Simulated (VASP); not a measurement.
The system is InGaO2.

```xyz
4
Lattice="4.2618 0.0000 0.0000 -2.1309 3.6909 0.0000 0.0000 0.0000 4.8133" Properties=species:S:1:pos:R:3 pbc="T T T"
In    0.0000    0.0000    2.4066
Ga    2.1309    1.2303    0.0000
O     0.0000    2.4606    2.4066
O     0.0000    2.4606    0.0000
```

The cell was built by a generator and needn't be a form met in nature.

```yaml
Program: VASP 6.6.1
Task: relaxation of cell and atoms
Functional: PBE
Potentials_or_basis: VASP PAW PBE potentials, release 64 (In_d, Ga_d, O)
Cutoff: 520 eV
k_mesh: 4 × 4 × 3
Occupations: gaussian, width 0.15 eV
Spin: no spin polarisation
```

At the start: pressure -9.8 GPa; volume 18.93 Å³/atom.

Task: Where does the relaxation end?

Result: Over 14 steps the energy falls by 701.6 meV/atom and the volume is 16.91 Å³/atom (-10.7 %); space group P-6m2 (No. 187, to 0.05 Å).

Step by step:
| step | energy change (eV) | largest force (eV/Å) | pressure (GPa) | volume (Å³) |
| --- | --- | --- | --- | --- |
| 1 | 0.0000 | 0.0000 | -9.82 | 75.71 |
| 2 | -1.4159 | 0.0000 | -3.46 | 63.38 |
| 3 | 18.4085 | 0.0000 | 333.45 | 33.73 |
| 4 | -1.6545 | 0.0000 | -1.28 | 61.25 |
| 5 | -0.1856 | 0.0000 | 58.65 | 46.69 |
| 6 | -1.9291 | 0.0000 | 4.98 | 57.71 |
| 7 | -1.9561 | 0.0000 | 11.66 | 55.47 |
| 8 | -2.1176 | 0.0000 | 24.88 | 56.35 |
| 9 | -2.2622 | 0.0000 | 17.28 | 56.14 |
| 10 | -2.7976 | 0.0000 | -1.53 | 68.55 |
| 11 | -2.7984 | 0.0000 | -0.83 | 67.61 |
| 12 | -2.7978 | 0.0000 | 0.15 | 67.36 |
| 13 | -2.8054 | 0.0000 | 0.33 | 67.53 |
| 14 | -2.8065 | 0.0000 | 0.38 | 67.63 |

Final structure:
```cif
data_structure
_symmetry_space_group_name_H-M 'P 1'
_symmetry_Int_Tables_number 1
_cell_length_a 3.5965
_cell_length_b 3.5965
_cell_length_c 6.0373
_cell_angle_alpha 90.000
_cell_angle_beta 90.000
_cell_angle_gamma 120.000
_cell_volume 67.63
loop_
_atom_site_label
_atom_site_type_symbol
_atom_site_fract_x
_atom_site_fract_y
_atom_site_fract_z
_atom_site_occupancy
In1 In 0.00000 0.00000 0.50000 1
Ga1 Ga 0.66667 0.33333 0.00000 1
O1 O 0.33333 0.66667 0.50000 1
O2 O 0.33333 0.66667 0.00000 1
```

Caveat: the k mesh is coarse (spacing up to 0.44 Å⁻¹), so the values aren't converged.
